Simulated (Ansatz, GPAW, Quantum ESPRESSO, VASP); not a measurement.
One structure in several programs: YCl3 (P1, 8 atoms in the cell)

Self-consistent single point.

```yaml
crystal:
  lattice:
    - [3.45853, -5.98236, 0.00000]
    - [3.45853, 5.98236, 0.00000]
    - [-2.27692, 0.00000, 6.17628]
  atoms:
    - { symbol: Y, position: [0.16775, 0.83232, 0.01550] }
    - { symbol: Y, position: [0.82822, 0.16184, 0.00139] }
    - { symbol: Cl, position: [0.95178, 0.58792, 0.23513] }
    - { symbol: Cl, position: [0.06194, 0.41646, 0.77187] }
    - { symbol: Cl, position: [0.41558, 0.06017, 0.76211] }
    - { symbol: Cl, position: [0.57828, 0.94611, 0.24775] }
    - { symbol: Cl, position: [0.79312, 0.78219, 0.73670] }
    - { symbol: Cl, position: [0.20332, 0.21298, 0.22956] }
```

Shared settings, as Ansatz (an electronic-structure program) writes them: kpoints.mp_grid.grid = 3 3 3; scf.occupations.method = fermi_dirac; scf.occupations.width = 0.0015 Ry. Potentials and cutoffs stand in the table.

```json
[
 {"code": "GPAW", "model": "PBEsol, GPAW PAW datasets PBEsol (made by gpaw-setup)", "pressure (GPa)": "-1.26", "largest force (eV/Å)": "1.242", "gap on the mesh (eV)": "4.648", "cutoff": "550 eV"},
 {"code": "VASP", "model": "PBEsol, VASP's PBE PAW potentials (set 64)", "pressure (GPa)": "-1.31", "largest force (eV/Å)": "1.248", "gap on the mesh (eV)": "4.657", "cutoff": "300 eV"},
 {"code": "Ansatz", "model": "PBEsol, PAW files made with PBE", "pressure (GPa)": "-0.99", "largest force (eV/Å)": "1.249", "gap on the mesh (eV)": "4.647", "cutoff": "default"},
 {"code": "Quantum ESPRESSO", "model": "PBEsol, SSSP 1.1.2 precision (PBE) pseudopotentials", "pressure (GPa)": "-0.98", "largest force (eV/Å)": "1.251", "gap on the mesh (eV)": "4.647", "cutoff": "65 Ry"}
]
```

Size of the force on each atom (eV/Å): Sizes of forces hide their directions.

```tsv
code	Y1	Y2	Cl3	Cl4	Cl5	Cl6	Cl7	Cl8
GPAW	1.242	0.707	0.796	0.336	0.601	0.261	0.874	0.246
VASP	1.248	0.714	0.815	0.314	0.575	0.238	0.851	0.265
Ansatz	1.249	0.713	0.813	0.319	0.582	0.244	0.856	0.259
Quantum ESPRESSO	1.251	0.713	0.818	0.314	0.576	0.239	0.850	0.264
```

Gaps are read on the mesh.

The spread over the programs that give each value: pressure within 0.33 GPa; largest force within 0.009 eV/Å; gap on the mesh within 0.010 eV.

Ansatz's pressure is given at a fixed set of plane waves, as the other plane-wave codes print theirs.

VASP's run is marked for a possible Pulay error in its stress at this cutoff; no cutoff test was made.

The starting cell comes from a database of computed structures (which also holds hypothetical and non-ambient phases and stackings), without a prior relaxation at this level. Its atoms were displaced at random from the sites of space group no. 12.

Left out of this page: CP2K and SIESTA (not drawn, or without a comparable value).

Keys are those of Ansatz 0.2.
